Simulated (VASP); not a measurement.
Wanted: the native input for a VASP 6.6.1 run.

* Task: work function
* Functional: HSE06
* Potentials or basis: VASP PAW PBE potentials, release 64 (Sb)
* Cutoff: 520 eV
* k mesh: 6 × 6 × 1
* Occupations: gaussian, width 0.03 eV
* Spin: no spin polarisation
* Grid for exact exchange (PRECFOCK): Fast
* Dipole correction: yes
* Screening parameter: 0.2 1/A
* Further INCAR settings: ALGO = Normal; EDIFF = 1e-06

Sheet: Sb, a sheet with vacuum.

```xyz
2
Lattice="4.0630 0.0000 0.0000 -2.0315 3.5186 0.0000 0.0000 0.0000 17.6500" Properties=species:S:1:pos:R:3 pbc="T T T"
Sb    0.0000    2.3458    7.9943
Sb    2.0315    1.1729    9.6557
```

The cell was built by a generator and needn't be a form met in nature.

These files were run (other wordings do the same):

POSCAR

```
Sb                                      
1.0
    4.0629786455      0.0000000000      0.0000000000
   -2.0314893227      3.5186427245      0.0000000000
    0.0000000000      0.0000000000     17.6500000000
  Sb            
     2
Direct
     0.3333330000000032    0.6666669999999968    0.4529342185195238
     0.6666669999999968    0.3333330000000032    0.5470657814804762
```

INCAR.step1

```
SYSTEM = Sb
  PREC = Accurate
  ENCUT = 520
  EDIFF = 1E-5
  ISMEAR = 0
  SIGMA = 0.03
  LREAL = .False.
  LASPH = .True.
  NELM = 80
  ALGO = Normal
  ISIF = 2
  LWAVE = .True.
  LDIPOL = .True.
  IDIPOL = 3
  DIPOL = 0.5 0.5 0.500
  GGA = PE
  KPAR = 4
```

INCAR.step2

```
SYSTEM = Sb
  PREC = Accurate
  ENCUT = 520
  EDIFF = 1E-6
  ISMEAR = 0
  SIGMA = 0.03
  LREAL = .False.
  LASPH = .True.
  NELM = 80
  ALGO = Normal
  ISIF = 2
  LWAVE = .False.
  LCHARG = .True.
  LDIPOL = .True.
  IDIPOL = 3
  DIPOL = 0.5 0.5 0.500
  GGA = PE
  LHFCALC = .True.
  HFSCREEN = 0.2
  PRECFOCK = Fast
  LVHAR = .True.
  LVACPOTAV = .True.
  ISTART = 1
  KPAR = 4
```

KPOINTS

```
Automatic mesh
0
Gamma
  6 6 1
  0 0 0
```

Potentials or basis: VASP PAW PBE potentials, release 64 (Sb).

Run with:

```console
$ cat potpaw_PBE.64/Sb/POTCAR > POTCAR
$ cp INCAR.step1 INCAR
$ mpirun -np 4 vasp_std > vasp.out
$ cp INCAR.step2 INCAR
$ mpirun -np 4 vasp_std > vasp.out
```

Results of the run:

```json
{
  "Largest force": "0.598 eV/Å",
  "Band gap on the k mesh": "1.68 eV, indirect (least direct gap 2.31 eV)",
  "Ionisation potential of the upper face": "5.09 eV"
}
```

Caveat: the PAW data sets were made with another functional, which shifts forces and pressure a little; spin-orbit coupling is left out, which moves the levels of the heavy elements.

Run time: 3 min on 4 MPI ranks on Intel(R) Xeon(R) Platinum 8375C CPU @ 2.90GHz (Ice Lake), on a shared host, peak memory 0.42 GiB a rank.
